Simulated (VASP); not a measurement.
# HCN (I4mm) in VASP: evGW0 quasiparticle levels with PBE

Aim: the evGW0 quasiparticle levels of HCN with PBE.

All numbers are computed with VASP 6.6.1; they aren't measurements. Logs are shortened: lines on timing, memory, paths and dates and some standing lists are left out, and cuts for length are marked.

### Step 1. The crystal as given

Symmetry: I4mm, No. 107, tetragonal system. The conventional cell has a = 4.632 Å, b = 4.632 Å, c = 4.320 Å, α = 90.00°, β = 90.00°, γ = 90.00°. N (site symmetry 4mm) is surrounded by 1 C at 1.16 Å. Around C (site symmetry 4mm) lie 1 H at 1.09 Å and 1 N at 1.16 Å. H (site symmetry 4mm) is surrounded by 1 C at 1.09 Å.

The cell comes from a database or a generator and needn't be the stable form of this composition.

### Step 2. EvGW0 quasiparticle levels, PBE

File POSCAR:

```
HCN
1.0
   -2.3160580000      2.3160580000      2.1599010000
    2.3160580000     -2.3160580000      2.1599010000
    2.3160580000      2.3160580000     -2.1599010000
N C H
1 1 1
Direct
    0.2719290000      0.2719290000      0.0000000000
    0.0036740000      0.0036740000      0.0000000000
    0.7520970000      0.7520970000      0.0000000000
```

File INCAR.step1:

```
PREC = Accurate
ENCUT = 500
EDIFF = 1E-8
ISMEAR = 0
SIGMA = 0.01
LREAL = F
LASPH = T
NELM = 60
ALGO = Fast
LWAVE = T
LCHARG = F
GGA = PE
```

File INCAR.step2:

```
PREC = Accurate
ENCUT = 500
EDIFF = 1E-8
ISMEAR = 0
SIGMA = 0.01
LREAL = F
LASPH = T
NELM = 1
ALGO = Exact
LWAVE = T
LCHARG = F
GGA = PE
NBANDS = 291
LOPTICS = T
ISTART = 1
```

File INCAR.step3:

```
PREC = Accurate
ENCUT = 500
EDIFF = 1E-8
ISMEAR = 0
SIGMA = 0.01
LREAL = F
LASPH = T
ALGO = EVGW0
LWAVE = F
LCHARG = F
GGA = PE
NELMGW = 4
NBANDS = 291
ENCUTGW = 150
NOMEGA = 64
PRECFOCK = Fast
ISTART = 1
NBANDSGW = 13
```

File KPOINTS:

```
regular mesh
0
Gamma
  4 4 4
```

Potentials or basis: VASP PAW PBE potentials, release 64 (N_GW, C_GW, H_GW).

On the command line:

```console
$ cat potpaw_PBE.64/N_GW/POTCAR potpaw_PBE.64/C_GW/POTCAR potpaw_PBE.64/H_GW/POTCAR > POTCAR
$ cp INCAR.step1 INCAR
$ mpirun -np 1 vasp_std > vasp.out
$ cp INCAR.step2 INCAR
$ mpirun -np 1 vasp_std > vasp.out
$ cp INCAR.step3 INCAR
$ mpirun -np 1 vasp_std > vasp.out
```

OUTCAR:

```text
PREC = Accurate
   ENCUT = 500
   EDIFF = 1E-8
   ISMEAR = 0
   LREAL = F
   LASPH = T
   GGA = PE
   NELMGW = 4
   ENCUTGW = 150
   PRECFOCK = Fast
   ISTART = 1

 ion  position               nearest neighbor table
   1  0.272  0.272  0.000-   2 1.16
   2  0.004  0.004  0.000-   3 1.09   1 1.16
   3  0.752  0.752  0.000-   2 1.09

  LATTYP: Found a body centered tetragonal cell.
 ALAT       =     4.6321160000
 C/A-ratio  =     0.9325763863

  Lattice vectors:

 A1 = (  -2.3160580000,   2.3160580000,   2.1599010000)
 A2 = (   2.3160580000,  -2.3160580000,   2.1599010000)
 A3 = (   2.3160580000,   2.3160580000,  -2.1599010000)

Analysis of symmetry for initial positions (statically):
=====================================================================
 Subroutine PRICEL returns:
 Original cell was already a primitive cell.

 Routine SETGRP: Setting up the symmetry group for a
 body centered tetragonal supercell.

 Subroutine GETGRP returns: Found  8 space group operations
 (whereof  8 operations were pure point group operations)
 out of a pool of 16 trial point group operations.

The static configuration has the point symmetry C_4v.

Analysis of symmetry for dynamics (positions and initial velocities):
=====================================================================
 Subroutine PRICEL returns:
 Original cell was already a primitive cell.

 Routine SETGRP: Setting up the symmetry group for a
 body centered tetragonal supercell.

 Subroutine GETGRP returns: Found  8 space group operations
 (whereof  8 operations were pure point group operations)
 out of a pool of 16 trial point group operations.

The dynamic configuration has the point symmetry C_4v.

 Subroutine INISYM returns: Found  8 space group operations
 (whereof  8 operations are pure point group operations),
 and found     1 'primitive' translations

----------------------------------------------------------------------------------------

                                     Primitive cell

  volume of cell :      46.3439

  direct lattice vectors                    reciprocal lattice vectors
    -2.316058000  2.316058000  2.159901000     0.000000000  0.215884058  0.231492092
     2.316058000 -2.316058000  2.159901000     0.215884058  0.000000000  0.231492092
     2.316058000  2.316058000 -2.159901000     0.215884058  0.215884058  0.000000000

  length of vectors
     3.923445125  3.923445125  3.923445125     0.316535172  0.316535172  0.305306163

  position of ions in fractional coordinates (direct lattice)
     0.271929000  0.271929000  0.000000000
     0.003674000  0.003674000  0.000000000
     0.752097000  0.752097000  0.000000000

  ion indices of the primitive-cell ions
   primitive index   ion index
                 1           1
                 2           2
                 3           3

----------------------------------------------------------------------------------------

 KPOINTS: regular mesh

Automatic generation of k-mesh.
 Grid dimensions read from file:
 generate k-points for:    4    4    4

 Generating k-lattice:

  Cartesian coordinates                     Fractional coordinates (reciprocal lattice)
     0.000000000  0.053971015  0.057873023     0.250000000  0.000000000  0.000000000
     0.053971015  0.000000000  0.057873023     0.000000000  0.250000000  0.000000000
     0.053971015  0.053971015  0.000000000     0.000000000  0.000000000  0.250000000

  Length of vectors
     0.079133793  0.079133793  0.076326541

  Shift w.r.t. Gamma in fractional coordinates (k-lattice)
     0.000000000  0.000000000  0.000000000

 Subroutine IBZKPT returns following result:
 ===========================================

 Found     13 irreducible k-points:

 Following reciprocal coordinates:
            Coordinates               Weight
  0.000000  0.000000  0.000000      1.000000
  0.250000  0.000000  0.000000      8.000000
  0.500000  0.000000  0.000000      4.000000
  0.250000  0.250000  0.000000      8.000000
  0.500000  0.250000  0.000000     16.000000
 -0.250000  0.250000  0.000000      4.000000
  0.500000  0.500000  0.000000      2.000000
  0.250000  0.250000  0.250000      2.000000
 -0.250000  0.250000  0.250000      4.000000
  0.500000  0.500000  0.250000      4.000000
 -0.250000  0.500000  0.250000      8.000000
 -0.250000 -0.250000  0.250000      2.000000
  0.500000  0.500000  0.500000      1.000000
   k-points           NKPTS =     13   k-points in BZ     NKDIM =     64   number of bands    NBANDS=    291
   number of dos      NEDOS =    301   number of ions     NIONS =      3
   total plane-waves  NPLWV =  27000
   dimension x,y,z NGX =    30 NGY =   30 NGZ =   30
   dimension x,y,z NGXF=    60 NGYF=   60 NGZF=   60
   ions per type =               1   1   1
   NGX,Y,Z   is equivalent  to a cutoff of  12.71, 12.71, 12.71 a.u.
   NGXF,Y,Z  is equivalent  to a cutoff of  25.42, 25.42, 25.42 a.u.
 SYSTEM =  unknown system
   PREC   = accura    normal or accurate (medium, high low for compatibility)
   ISTART =      1    job   : 0-new  1-cont  2-samecut
   ICHARG =      0    charge: 1-file 2-atom 10-const
   ISPIN  =      1    spin polarized calculation?
   LNONCOLLINEAR =      F non collinear calculations
   LSORBIT =      F    spin-orbit coupling
   LASPH  =      T    aspherical Exc in radial PAW
   ENCUT  =  500.0 eV  36.75 Ry    6.06 a.u.   7.15  7.15  7.15*2*pi/ulx,y,z
   NELM   =     60;   NELMIN=  2; NELMDL=  0     # of ELM steps
   EDIFF  = 0.1E-07   stopping-criterion for ELM
   LREAL  =      F    real-space projection
   EDIFFG = 0.1E-06   stopping-criterion for IOM
   NSW    =      0    number of steps for IOM
   IBRION =     -1    ionic relax: 0-MD 1-quasi-New 2-CG
   NFREE  =      0    steps in history (QN), initial steepest desc. (CG)
   ISIF   =      0    stress and relaxation
   ISYM   =      3    0-nonsym 1-usesym 2-fastsym
   POTIM  = 0.5000    time-step for ionic-motion
   TEBEG  =    0.0;   TEEND  =   0.0 temperature during run
   PSTRESS=    0.0 pullay stress
   NELECT =      10.0000    total number of electrons
   NUPDOWN=      -1.0000    fix difference up-down
   EMIN   =  10.00;   EMAX   =-10.00  energy-range for DOS
   EFERMI =   0.00;   METHOD = LEGACY
   ISMEAR =     0;   SIGMA  =   0.01  broadening in eV -4-tet -1-fermi 0-gaus
   EFERMI_NEDOS =   21; number of points for ismear=-14 and -15
   IALGO  =     38    algorithm
   IMIX   =      4    mixing-type and parameters
     AMIX     =   0.40;   BMIX     =  1.00
     AMIX_MAG =   1.60;   BMIX_MAG =  1.00
  volume/ion in A,a.u.               =      15.45       104.25
  Fermi-wavevector in a.u.,A,eV,Ry     =   0.981923  1.855565 13.118357  0.964172
  Thomas-Fermi vector in A             =   2.112966
   LORBIT       =      0    0 simple, 1 ext, 2 COOP (PROOUT), +10 PAW based schemes
   GGA     = PE    functional components
   LHFCALC =     T    Hartree Fock is set to
   PRECFOCK=fast      Normal, Fast or Accurate (Low or Medium for compatibility)
   ENCUT4O =  -1.0   cutoff for four orbital integrals eV
   NKREDX  =     1    reduce k-point grid by
   NKREDY  =     1    reduce k-point grid by
   NKREDZ  =     1    reduce k-point grid by
   AEXX    =    1.0000 exact exchange contribution
   HFSCREEN=    0.0000 screening length (either q_TF or 0.3 A-1)
   HFSCREENC=   0.0000 screening length for correlation (either q_TF or 0.3 A-1)
   ENCUTFOCK=  -1.0 apply spherical cutoff to Coloumb kernel
   IVDW    =     0    specifies the selected vdW correction
   LEPSILON=     F    determine dielectric tensor
   LRPA    =     F    only Hartree local field effects (RPA)
   LRPAFORCE           =     F    calculate RPA forces
   ENCUTGW             = 150.0    cutoff for response function in eV
   ENCUTGWSOFT         = 120.0    soft cutoff for Coulomb kernel in GW response function in eV
   ENCUTLF             =  -1.0    cutoff for local field effects
   NELMGW              =     4    number of iterations in solving QP/BSE equation
   NELMHF              =     1    number of iterations in the inner HF iteration
   NKREDLFX            =     1    NKREDLFY  =   1   NKREDLFZ  =   1
 non-spin polarized calculation
 Gauss-broadening in eV      SIGMA  =   0.01
  energy-cutoff  :      500.00
  volume of cell :       46.34
 maximum number of plane-waves:      1192
 NGX is ok and might be reduce to    30
  NGX = 18; NGY = 18; NGZ = 18
   NGX = 15   NGY = 15   NGZ = 15
 maximum number of plane-waves:       204

 QP shifts <psi_nk| G(iteration)W_0 |psi_nk>: iteration 1
 for sc-GW calculations column KS-energies equals QP-energies in previous step
 and V_xc(KS)=  KS-energies - (<T + V_ion + V_H > + <T+V_H+V_ion>^1  + <V_x>^1)

 k-point   1 :       0.0000    0.0000    0.0000
  band No.  KS-energies  QP-energies   sigma(KS)   V_xc(KS)     V^pw_x(r,r')   Z            occupation Imag(sigma)

      1     -19.5799     -22.0754     -21.6510     -17.8871     -28.2549       0.6630       2.0000       1.2345
      2     -10.7245     -13.5755     -18.1779     -14.5265     -20.8177       0.7808       2.0000       0.0764
      3      -6.4025      -8.8350     -19.4231     -16.2830     -22.6686       0.7746       2.0000       0.0742
      4      -5.0232      -7.5673     -18.6238     -15.4896     -19.6063       0.8117       2.0000       0.0368
      5      -5.0232      -7.5673     -18.6238     -15.4896     -19.6063       0.8117       2.0000       0.0368
      6       2.7423       5.3737     -10.2823     -13.4876      -7.1958       0.8209       0.0000      -0.0413
      7       2.7423       5.3737     -10.2823     -13.4876      -7.1958       0.8209       0.0000      -0.0413
      8       4.3633       5.2909      -5.6440      -6.6997      -3.0450       0.8788       0.0000      -0.0358
      9       8.7844      11.1212     -10.0424     -12.8807      -6.0341       0.8233       0.0000      -0.0754
     10      10.6865      11.7853      -4.9693      -6.2165      -1.9134       0.8810       0.0000      -0.1042
     11      11.7702      12.6931      -4.8625      -5.9629      -1.5343       0.8387       0.0000      -0.1486
     12      11.7702      12.6931      -4.8625      -5.9629      -1.5343       0.8387       0.0000      -0.1486
     13      14.0250      14.7082      -3.9398      -4.7095      -0.9250       0.8876       0.0000      -0.2144

 k-point   2 :       0.2500    0.0000    0.0000
  band No.  KS-energies  QP-energies   sigma(KS)   V_xc(KS)     V^pw_x(r,r')   Z            occupation Imag(sigma)
[... 857 lines left out ...]
      1     -22.9469     -22.9947     -21.8102      -1.2051     -28.5106       0.6988       2.0000       1.3430
      2     -14.1147     -14.1333     -17.9772       3.8386     -20.8439       0.7794       2.0000       0.0908
      3      -9.5212      -9.5366     -19.0137       9.4728     -22.3830       0.7812       2.0000       0.0805
      4      -8.9244      -8.9332     -17.4511       8.5160     -18.8412       0.8149       2.0000       0.0557
      5      -8.9244      -8.9332     -17.4511       8.5160     -18.8412       0.8149       2.0000       0.0557
      6       7.0362       7.0381     -11.7115      18.7501      -7.8579       0.8067       0.0000      -0.0585
      7       7.0362       7.0381     -11.7115      18.7501      -7.8579       0.8067       0.0000      -0.0585
      8       6.8581       6.8594      -3.6659      10.5254      -1.1864       0.8929       0.0000      -0.0363
      9       8.1516       8.1541      -8.3329      16.4875      -5.1170       0.8573       0.0000      -0.0359
     10      11.3630      11.3653      -6.3021      17.6678      -2.8704       0.8489       0.0000      -0.0596
     11      11.3630      11.3653      -6.3021      17.6678      -2.8704       0.8489       0.0000      -0.0596
     12      12.7907      12.7924      -5.4695      18.2623      -2.2341       0.8433       0.0000      -0.1097
     13      16.8928      16.8957      -7.1519      24.0484      -2.7800       0.7955       0.0000      -0.2679
```

Run time: 19 min. Hardware: 1 thread of Intel Xeon Platinum 8488C (Sapphire Rapids), shared host; peak memory 0.63 GiB.

What came out:

| Item | Value |
| --- | --- |
| Band gap on the k mesh, mean-field level | 6.78 eV, indirect (least direct gap 7.05 eV) |
| Quasiparticle gap | 11.96 eV |
| Least direct quasiparticle gap | 12.22 eV |

Quasiparticle gap after each update of the energies (eV): 11.40, 11.89, 11.96, 11.96

Caveat: the k mesh is coarse (spacing up to 0.50 Å⁻¹), so the values aren't converged; bands, screening cutoff and mesh are small and nothing is extrapolated, so the quasiparticle values aren't converged; the standard files for N, O and F lose accuracy on very short bonds. A k mesh can miss the band edges.
